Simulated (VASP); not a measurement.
# TaSi2 with vdW-DF2: from relaxation to properties, part 2 of 4

What structure does TaSi2 take at this level, and what are its properties? The start is a cell from a database of measured crystal structures.

VASP 6.6.1; vdW-DF2; plane waves and PAW (Ta_pv, Si).

So far. Step 2 (Relaxing cell and atoms (vdW-DF2)): It ends with a largest force of 0.002 eV/Å and a pressure of 0.01 GPa. The volume lies +7.8 % from that of the database's start. The relaxed cell has a = 4.916, c = 6.689 Å (conventional setting).

The database entry behind the starting cell has ideal inner coordinates that were not refined, so it need not match the best structure at ambient conditions.

## (3) Second relaxation

The basis stayed that of the start cell while the cell moved. A rerun from the cell reached resets it; the error of the finite cutoff stays. The mesh changes with the cell too.

INCAR

```
SYSTEM = TaSi2
PREC = Accurate
ENCUT = 400
EDIFF = 1E-06
NELM = 100
ISMEAR = 0
SIGMA = 0.05
LREAL = .FALSE.
ALGO = Normal
GGA = ML
AGGAC = 0
LUSE_VDW = .TRUE.
ZAB_VDW = -1.8867
LASPH = .TRUE.
NBANDS = 37
LORBIT = 11
LWAVE = .FALSE.
LCHARG = .FALSE.
KPAR = 4
IBRION = 2
NSW = 60
ISIF = 3
EDIFFG = -0.01
```

POSCAR

```
TaSi2
1.0
    4.9159481553      0.0000000000      0.0000000000
   -2.4579740777      4.2573359862      0.0000000000
    0.0000000000      0.0000000000      6.6888484618
Ta Si
3 6
Direct
    0.0000000000      0.5000000000      0.1666666667
    0.5000000000      0.5000000000      0.8333333333
    0.5000000000      0.0000000000      0.5000000000
    0.3179671865      0.1589835932      0.1666666667
    0.1589835932      0.8410164068      0.8333333333
    0.8410164068      0.6820328135      0.5000000000
    0.6820328135      0.8410164068      0.1666666667
    0.8410164068      0.1589835932      0.8333333333
    0.1589835932      0.3179671865      0.5000000000
```

KPOINTS

```
Automatic mesh
0
Gamma
5 5 4
0 0 0
```

Potentials, in the order of the species: Ta_pv and Si (PBE family, release 64).

Run with:

```
mpirun -np 4 vasp_std
```

What it wrote:

```text
[banner, memory and clock lines left out]
running    4 mpi-ranks, on    1 nodes
 distrk:  each k-point on    1 cores,    4 groups
 distr:  one band on    1 cores,    1 groups

 POSCAR found type information on POSCAR TaSi
 POSCAR found :  2 types and       9 ions
 [... a notice as in an earlier step ...]

 [... a notice as in an earlier step ...]

 LDA part: xc-table for (Slater+PW92), standard interpolation
 POSCAR, INCAR and KPOINTS ok, starting setup
 FFT: planning ... GRIDC
 FFT: planning ... GRID_SOFT
 FFT: planning ... GRID
 WAVECAR not read
 entering main loop
       N       E                     dE             d eps       ncg     rms          rms(c)
DAV:   1     0.353830720390E+03    0.35383E+03   -0.24318E+04  1126   0.117E+03
DAV:   2    -0.333474865792E+02   -0.38718E+03   -0.37831E+03  1326   0.318E+02
DAV:   3    -0.491230104961E+02   -0.15776E+02   -0.15508E+02  1412   0.587E+01
DAV:   4    -0.494049698176E+02   -0.28196E+00   -0.28058E+00  1404   0.813E+00
DAV:   5    -0.494103535267E+02   -0.53837E-02   -0.53766E-02  1389   0.109E+00    0.262E+01
DAV:   6    -0.468559951469E+02    0.25544E+01   -0.15226E+01  1444   0.158E+01    0.110E+01
DAV:   7    -0.468485675777E+02    0.74276E-02   -0.88194E-01  1372   0.397E+00    0.504E+00
DAV:   8    -0.468655057903E+02   -0.16938E-01   -0.10589E-01  1402   0.190E+00    0.432E-01
DAV:   9    -0.468691037073E+02   -0.35979E-02   -0.13097E-02  1508   0.478E-01    0.217E-01
DAV:  10    -0.468707510617E+02   -0.16474E-02   -0.45899E-03  1372   0.344E-01    0.410E-02
DAV:  11    -0.468707974261E+02   -0.46364E-04   -0.15246E-04  1396   0.708E-02    0.174E-02
DAV:  12    -0.468708158064E+02   -0.18380E-04   -0.63109E-05  1316   0.447E-02    0.494E-03
DAV:  13    -0.468708176757E+02   -0.18693E-05   -0.46930E-06  1300   0.111E-02    0.278E-03
DAV:  14    -0.468708182992E+02   -0.62351E-06   -0.23439E-06  1092   0.840E-03
   1 F= -.46870818E+02 E0= -.46869596E+02  d E =-.468708E+02
 curvature:   0.00 expect dE= 0.000E+00 dE for cont linesearch  0.000E+00
 trial: gam= 0.00000 g(F)=  0.187E-03 g(S)=  0.884E-03 ort = 0.000E+00 (trialstep = 0.100E+01)
 search vector abs. value=  0.107E-02
 bond charge predicted
       N       E                     dE             d eps       ncg     rms          rms(c)
DAV:   1    -0.468727805226E+02   -0.19628E-02   -0.75524E-02  1263   0.154E+00    0.253E-01
DAV:   2    -0.468715809848E+02    0.11995E-02   -0.31163E-03  1375   0.330E-01    0.112E-01
DAV:   3    -0.468712569166E+02    0.32407E-03   -0.65160E-04  1415   0.136E-01    0.394E-02
DAV:   4    -0.468712453639E+02    0.11553E-04   -0.96855E-05  1468   0.406E-02    0.193E-02
DAV:   5    -0.468712485197E+02   -0.31558E-05   -0.34542E-05  1418   0.274E-02    0.135E-02
DAV:   6    -0.468712483086E+02    0.21110E-06   -0.77973E-06  1287   0.126E-02
   2 F= -.46871248E+02 E0= -.46870140E+02  d E =-.430009E-03
[...]
3 F= -.46871267E+02 E0= -.46870140E+02  d E =-.448239E-03
 curvature:  -0.41 expect dE=-0.196E-04 dE for cont linesearch -0.214E-07
 trial: gam= 0.03739 g(F)=  0.373E-04 g(S)=  0.102E-04 ort = 0.745E-05 (trialstep = 0.966E+00)
 search vector abs. value=  0.495E-04
 bond charge predicted
       N       E                     dE             d eps       ncg     rms          rms(c)
DAV:   1    -0.468713114749E+02   -0.44480E-04   -0.12344E-03  1213   0.209E-01    0.373E-02
DAV:   2    -0.468713006960E+02    0.10779E-04   -0.68774E-05  1423   0.448E-02    0.144E-02
DAV:   3    -0.468712971002E+02    0.35958E-05   -0.68413E-06  1324   0.154E-02    0.336E-03
DAV:   4    -0.468712961548E+02    0.94535E-06   -0.81291E-07   766   0.481E-03
   4 F= -.46871296E+02 E0= -.46870189E+02  d E =-.296167E-04
 trial-energy change:   -0.000030  1 .order   -0.000031   -0.000046   -0.000015
 step:   1.4299(harm=  1.4299)  dis= 0.00085  next Energy=   -46.871301 (dE=-0.341E-04)
 reached required accuracy - stopping structural energy minimisation
```

It took 5 min on 4 MPI ranks of Intel Xeon Platinum 8488C (Sapphire Rapids), shared host; peak memory 2 GiB; 19 min of CPU time.

Parts of OUTCAR (step 3):

```text
  LATTYP: Found a hexagonal cell.
 ALAT       =     4.9159481553
 C/A-ratio  =     1.3606425964

 Found     15 irreducible k-points:

   k-points           NKPTS =     15   k-points in BZ     NKDIM =     15   number of bands    NBANDS=     37

   ENCUT  =  400.0 eV  29.40 Ry    5.42 a.u.   8.02  8.02 10.91*2*pi/ulx,y,z

   NELECT =      57.0000    total number of electrons

 E-fermi :   8.6377

 k-point     1 :       0.0000    0.0000    0.0000
  band No.  band energies     occupation
    ...
     25       6.4107      2.00000
     26       6.4107      2.00000
     27       6.6746      2.00000
     28       6.6746      2.00000
     29       7.3005      2.00000
     30       9.5322      0.00000
     31      11.5171      0.00000
     32      11.5171      0.00000
     33      11.5269      0.00000
     34      11.8084      0.00000
    ...

 k-point     2 :       0.2000    0.0000    0.0000
  band No.  band energies     occupation
    ...
     25       6.6415      2.00000
     26       6.8262      2.00000
     27       6.8431      2.00000
     28       7.1663      2.00000
     29       7.2191      2.00000
     30       9.3623      0.00000
     31      10.4077      0.00000
     32      10.8332      0.00000
     33      11.3643      0.00000
     34      11.4355      0.00000
    ...

Total vdW correction in eV:      5.7722033

  Total        0.0027130      0.0027130     -0.0336622     -0.0000000      0.0000000      0.0000000
  in kB        0.0310822      0.0310822     -0.3856630     -0.0000000      0.0000000      0.0000000
  external PRESSURE =      -0.1078329 kB  Pullay stress =       0.0000000 kB

  energy-cutoff  :      400.00
  volume of cell :      139.84
      direct lattice vectors                 reciprocal lattice vectors
     4.911028086  0.000000000 -0.000000000     0.203623352  0.117561997  0.000000000
    -2.455514043  4.253075081 -0.000000000    -0.000000000  0.235123994  0.000000000
     0.000000000 -0.000000000  6.695297362     0.000000000  0.000000000  0.149358564

 POSITION                                       TOTAL-FORCE (eV/Angst)
 -----------------------------------------------------------------------------------
     -1.22776      2.12654      1.11588         0.000000     -0.000000      0.000000
      1.22776      2.12654      5.57941         0.000000     -0.000000     -0.000000
      2.45551      0.00000      3.34765         0.000000      0.000000      0.000000
      1.16978      0.67537      1.11588        -0.004180     -0.002413      0.000000
     -1.28573      3.57770      5.57941        -0.004180      0.002413     -0.000000
      2.45551      2.90233      3.34765        -0.000000      0.004826     -0.000000
      1.28573      3.57770      1.11588         0.004180      0.002413     -0.000000
      3.74125      0.67537      5.57941         0.004180     -0.002413      0.000000
     -0.00000      1.35075      3.34765         0.000000     -0.004826      0.000000
 -----------------------------------------------------------------------------------
    total drift:                                0.000000     -0.000000      0.000000

  FREE ENERGIE OF THE ION-ELECTRON SYSTEM (eV)
  ---------------------------------------------------
  free  energy   TOTEN  =       -46.8712961548 eV

  energy  without entropy=      -46.8690809031  energy(sigma->0) =      -46.87018853

Total vdW correction in eV:      5.7721749

 total charge
# of ion       s       p       d       tot
------------------------------------------
    1        0.267   6.160   2.446   8.872
    2        0.267   6.160   2.446   8.872
    3        0.267   6.160   2.446   8.872
    4        0.760   0.855   0.000   1.615
    5        0.760   0.855   0.000   1.615
    6        0.760   0.855   0.000   1.615
    7        0.760   0.855   0.000   1.615
    8        0.760   0.855   0.000   1.615
    9        0.760   0.855   0.000   1.615
--------------------------------------------------
tot          5.359  23.608   7.337  36.304

[... 4 parts as in an earlier step ...]

[... 7 further parts left out ...]
```

CONTCAR:

```
TaSi2
   1.00000000000000
     4.9110280863160769    0.0000000000000578   -0.0000000000000000
    -2.4555140432079385    4.2530750814714544   -0.0000000000000000
     0.0000000000000000   -0.0000000000000000    6.6952973618210079
  Ta              Si
     3     6
Direct
     0.0000000000000000    0.5000000000000000    0.1666666667000030
     0.5000000000000000    0.5000000000000000    0.8333333332999970
     0.5000000000000000    0.0000000000000000    0.5000000000000000
     0.3175932951323818    0.1587966475161900    0.1666666667000030
     0.1587966475161900    0.8412033524838100    0.8333333332999970
     0.8412033524838100    0.6824067048676182    0.5000000000000000
     0.6824067048676182    0.8412033524838100    0.1666666667000030
     0.8412033524838100    0.1587966475161900    0.8333333332999970
     0.1587966475161900    0.3175932951323818    0.5000000000000000
```

Step by step:

```csv
step,energy less that of the first step (eV),largest force (eV/Å),pressure (GPa),volume (Å³)
1,0.0000,0.0254,-0.11,139.99
2,-0.0004,0.0084,0.06,139.77
3,-0.0004,0.0114,0.03,139.80
4,-0.0005,0.0048,-0.01,139.84
```

```csv
"conventional cell, symmetrised",before,after,change
a (Å),4.916,4.911,-0.1 %
b (Å),4.916,4.911,-0.1 %
c (Å),6.689,6.695,+0.1 %
volume (Å³/atom),15.55,15.54,-0.1 %
```

Final coordinates:

```cif
data_structure
_symmetry_space_group_name_H-M 'P 1'
_symmetry_Int_Tables_number 1
_cell_length_a 4.9110
_cell_length_b 4.9110
_cell_length_c 6.6953
_cell_angle_alpha 90.000
_cell_angle_beta 90.000
_cell_angle_gamma 120.000
_cell_volume 139.84
loop_
_atom_site_label
_atom_site_type_symbol
_atom_site_fract_x
_atom_site_fract_y
_atom_site_fract_z
_atom_site_occupancy
Ta1 Ta 0.00000 0.50000 0.16667 1
Ta2 Ta 0.50000 0.50000 0.83333 1
Ta3 Ta 0.50000 0.00000 0.50000 1
Si4 Si 0.31759 0.15880 0.16667 1
Si5 Si 0.15880 0.84120 0.83333 1
Si6 Si 0.84120 0.68241 0.50000 1
Si7 Si 0.68241 0.84120 0.16667 1
Si8 Si 0.84120 0.15880 0.83333 1
Si9 Si 0.15880 0.31759 0.50000 1
```

This step gave:

```
irreducible k-points            : 15
energy at zero smearing         : -46.87 eV
Fermi energy                    : 8.638 eV
pressure                        : -0.01078 GPa
SCF cycles over all ionic steps : 29
```

It ends with a largest force of 0.005 eV/Å and a pressure of -0.01 GPa. The volume moved by only 0.10 %, so the volume is settled.

## (4) Single point with fields (vdW-DF2)

A single point on the relaxed cell gives a clean self-consistent state, with density, ELF and potential written out.

INCAR, as its differences from that of step 3:

```diff
@@ -17,7 +17,5 @@
 LWAVE = .FALSE.
-LCHARG = .FALSE.
-KPAR = 4
-IBRION = 2
-NSW = 60
-ISIF = 3
-EDIFFG = -0.01
+LCHARG = .TRUE.
+ISIF = 2
+LELF = .TRUE.
+LVHAR = .TRUE.
```

POSCAR

```
TaSi2
1.0
    4.9110280863      0.0000000000      0.0000000000
   -2.4555140432      4.2530750815      0.0000000000
    0.0000000000      0.0000000000      6.6952973618
Ta Si
3 6
Direct
    0.0000000000      0.5000000000      0.1666666667
    0.5000000000      0.5000000000      0.8333333333
    0.5000000000      0.0000000000      0.5000000000
    0.3175932951      0.1587966475      0.1666666667
    0.1587966475      0.8412033525      0.8333333333
    0.8412033525      0.6824067049      0.5000000000
    0.6824067049      0.8412033525      0.1666666667
    0.8412033525      0.1587966475      0.8333333333
    0.1587966475      0.3175932951      0.5000000000
```

KPOINTS is that of step 3.

Run with:

```
mpirun -np 4 vasp_std
```

What it wrote:

```text
[banner, memory and clock lines left out]
running    4 mpi-ranks, on    1 nodes
 distrk:  each k-point on    4 cores,    1 groups
 distr:  one band on    1 cores,    4 groups

 POSCAR found type information on POSCAR TaSi
 POSCAR found :  2 types and       9 ions
 [... a notice as in an earlier step ...]

 [... a notice as in an earlier step ...]

 LDA part: xc-table for (Slater+PW92), standard interpolation
|                                                                             |
|           W    W    AA    RRRRR   N    N  II  N    N   GGGG   !!!           |
|           W    W   A  A   R    R  NN   N  II  NN   N  G    G  !!!           |
|           W    W  A    A  R    R  N N  N  II  N N  N  G       !!!           |
|           W WW W  AAAAAA  RRRRR   N  N N  II  N  N N  G  GGG   !            |
|           WW  WW  A    A  R   R   N   NN  II  N   NN  G    G                |
|           W    W  A    A  R    R  N    N  II  N    N   GGGG   !!!           |
|                                                                             |
|     The number of bands has been changed from the values supplied in        |
|     The orbitals not found in the WAVECAR file will be initialized with     |
|     random numbers, which is usually adequate. For correlated               |
|     calculations, however, you should redo the groundstate calculation.     |
|     I found NBANDS = 37. Now, NBANDS = 40.                                  |
|                                                                             |

 POSCAR, INCAR and KPOINTS ok, starting setup
 FFT: planning ... GRIDC
 FFT: planning ... GRID_SOFT
 FFT: planning ... GRID
 WAVECAR not read
 entering main loop
       N       E                     dE             d eps       ncg     rms          rms(c)
DAV:   1     0.358337988112E+03    0.35834E+03   -0.23921E+04  1240   0.109E+03
DAV:   2    -0.321582917704E+02   -0.39050E+03   -0.37741E+03  1392   0.303E+02
DAV:   3    -0.491204703758E+02   -0.16962E+02   -0.16662E+02  1560   0.580E+01
DAV:   4    -0.493997538830E+02   -0.27928E+00   -0.27805E+00  1552   0.763E+00
DAV:   5    -0.494042736352E+02   -0.45198E-02   -0.45174E-02  1504   0.980E-01    0.262E+01
DAV:   6    -0.468564050724E+02    0.25479E+01   -0.13153E+01  1576   0.146E+01    0.109E+01
DAV:   7    -0.468492964211E+02    0.71087E-02   -0.85844E-01  1488   0.380E+00    0.507E+00
DAV:   8    -0.468658465063E+02   -0.16550E-01   -0.10046E-01  1472   0.176E+00    0.442E-01
DAV:   9    -0.468694965062E+02   -0.36500E-02   -0.10302E-02  1568   0.423E-01    0.224E-01
DAV:  10    -0.468711835432E+02   -0.16870E-02   -0.42604E-03  1528   0.318E-01    0.398E-02
DAV:  11    -0.468712247728E+02   -0.41230E-04   -0.14067E-04  1544   0.651E-02    0.184E-02
DAV:  12    -0.468712439827E+02   -0.19210E-04   -0.64355E-05  1456   0.421E-02    0.523E-03
DAV:  13    -0.468712458936E+02   -0.19109E-05   -0.40531E-06  1432   0.997E-03    0.281E-03
DAV:  14    -0.468712465842E+02   -0.69068E-06   -0.22303E-06  1248   0.769E-03
   1 F= -.46871247E+02 E0= -.46870139E+02  d E =-.221594E-02
```

Wall time 54 s (4 MPI ranks); peak memory 1 GiB.

Parts of OUTCAR (step 4):

```text
  LATTYP: Found a hexagonal cell.
 ALAT       =     4.9110280863
 C/A-ratio  =     1.3633188905

 Found     15 irreducible k-points:

   k-points           NKPTS =     15   k-points in BZ     NKDIM =     15   number of bands    NBANDS=     40

   ENCUT  =  400.0 eV  29.40 Ry    5.42 a.u.   8.01  8.01 10.92*2*pi/ulx,y,z

   NELECT =      57.0000    total number of electrons

 E-fermi :   8.6377

 k-point     1 :       0.0000    0.0000    0.0000
  band No.  band energies     occupation
    ...
     25       6.4107      2.00000
     26       6.4107      2.00000
     27       6.6746      2.00000
     28       6.6746      2.00000
     29       7.3005      2.00000
     30       9.5322      0.00000
     31      11.5170      0.00000
     32      11.5170      0.00000
     33      11.5269      0.00000
     34      11.8084      0.00000
    ...

 k-point     2 :       0.2000    0.0000    0.0000
  band No.  band energies     occupation
    ...
     25       6.6416      2.00000
     26       6.8262      2.00000
     27       6.8431      2.00000
     28       7.1663      2.00000
     29       7.2191      2.00000
     30       9.3623      0.00000
     31      10.4077      0.00000
     32      10.8332      0.00000
     33      11.3643      0.00000
     34      11.4355      0.00000
    ...

Total vdW correction in eV:      5.7721886

  Total       -0.0014594     -0.0014594     -0.0349743      0.0000000     -0.0000000      0.0000000
  in kB       -0.0167201     -0.0167201     -0.4006955      0.0000000     -0.0000000      0.0000000
  external PRESSURE =      -0.1447119 kB  Pullay stress =       0.0000000 kB

  energy-cutoff  :      400.00
  volume of cell :      139.84
      direct lattice vectors                 reciprocal lattice vectors
     4.911028086  0.000000000  0.000000000     0.203623352  0.117561997  0.000000000
    -2.455514043  4.253075081  0.000000000     0.000000000  0.235123994  0.000000000
     0.000000000  0.000000000  6.695297362     0.000000000  0.000000000  0.149358564

 POSITION                                       TOTAL-FORCE (eV/Angst)
 -----------------------------------------------------------------------------------
     -1.22776      2.12654      1.11588        -0.000000      0.000000     -0.000000
      1.22776      2.12654      5.57941        -0.000000      0.000000      0.000000
      2.45551      0.00000      3.34765        -0.000000      0.000000      0.000000
      1.16978      0.67537      1.11588        -0.004186     -0.002417      0.000000
     -1.28573      3.57770      5.57941        -0.004186      0.002417     -0.000000
      2.45551      2.90233      3.34765        -0.000000      0.004833      0.000000
      1.28573      3.57770      1.11588         0.004186      0.002417     -0.000000
      3.74125      0.67537      5.57941         0.004186     -0.002417     -0.000000
     -0.00000      1.35075      3.34765         0.000000     -0.004833      0.000000
 -----------------------------------------------------------------------------------
    total drift:                                0.000000     -0.000000      0.000000

  FREE ENERGIE OF THE ION-ELECTRON SYSTEM (eV)
  ---------------------------------------------------
  free  energy   TOTEN  =       -46.8712465842 eV

  energy  without entropy=      -46.8690306445  energy(sigma->0) =      -46.87013861

Total vdW correction in eV:      5.7721748

[... 7 parts as in an earlier step ...]

[... 4 further parts left out ...]
```

This step gave:

* SCF cycles: 14
* bands: 40
* pressure: -0.01447 GPa

Valence electrons inside each PAW sphere by angular momentum. Sphere charges, by row:

```csv
atom,s (e),p (e),d (e),tot (e)
Ta1,0.267,6.16,2.446,8.872
Ta2,0.267,6.16,2.446,8.872
Ta3,0.267,6.16,2.446,8.872
Si4,0.76,0.855,0,1.615
Si5,0.76,0.855,0,1.615
Si6,0.76,0.855,0,1.615
Si7,0.76,0.855,0,1.615
Si8,0.76,0.855,0,1.615
Si9,0.76,0.855,0,1.615
```

Electrostatic potential energy in the ab plane at fractional z = 0.167, with atoms of Ta and Si within 0.2 Å of it. With pseudopotentials it is smooth inside the atoms' cores, unlike the true potential.

Ten even steps from '0' (-89 eV) to '9' (0 eV), each cell a mean:
```
99989999831379
99999998400389
99999996101699
98899996326899
88889998789998
77789999999987
77889999999877
77899999999877
78999889999877
89996458999888
99951038999999
99720058999999
99610379999999
99745899987789
```
Columns run along a (4.9 Å; values clipped at the 3rd and 97th percentile), rows up along b (4.9 Å). Atoms in or near the plane, at fractional coordinates: Ta at (0.00, 0.50), Si at (0.32, 0.16), Si at (0.68, 0.84).

ELF in the ab plane at fractional z = 0.167, with atoms of Ta and Si within 0.2 Å of it. It is the smooth field of the valence electrons, not physical close to the nuclei.

Ten even steps from '_' (0.01) to '@' (0.76), each cell a mean:
```
##%%@@@@@@**++**##**++**%%%%
####%%##**++**%%++::::++%%%%
====------++%%%%==..==%%@@**
------::--##@@%%++++%%@@##--
++++++----##@@%%##%%@@##--==
..::++----**##****##++--====
__::==----++++++++==----==..
..====--++******++==::====__
====--**%%####%%%%++::====--
----##@@%%**##@@@@++::--====
--##@@%%==--**@@%%==::::----
**%%%%++..::##%%**==++******
##%%##==--++##**++**%%@@@@%%
%%%%%%%%%%##**++**%%@@@@@@%%
```
Columns run along a (4.9 Å), rows up along b (4.9 Å). Atoms in or near the plane, at fractional coordinates: Ta at (0.00, 0.50), Si at (0.32, 0.16), Si at (0.68, 0.84).

Valence density in the ab plane at fractional z = 0.167, with atoms of Ta and Si within 0.2 Å of it. It is the smooth field of the valence electrons, not physical close to the nuclei.

Ten even steps from '0' (-0.1 e/Å³) to '9' (4.2 e/Å³), each cell a mean:
```
00110000000010
00000000000010
00000001000100
11100001001100
34310000010001
87410000000025
98310000000148
85200000000269
42100000000256
10011011000122
00110001000010
00100000000000
00100000000100
00111000001110
```
Columns run along a (4.9 Å), rows up along b (4.9 Å). Atoms in or near the plane, at fractional coordinates: Ta at (0.00, 0.50), Si at (0.32, 0.16), Si at (0.68, 0.84).

In this run the pressure is -0.01 GPa, small enough to go on.

[end of part 2 of 4]

[Lines on the potential files, build, host, timing and source positions are cut from VASP's logs without a mark.]

[Logs are printed without paths, hosts, clocks, repeated set-up lines and the standing remarks that a program may print on its own settings, such as how far it seeks lower states.]

[Hosts, paths, dates, database ids (printed as entryN), source tags and the programs' standing remarks are cut or masked in the printed files.]

[A measured line is paired with the nearest computed mode of its activity, which favours agreement.]
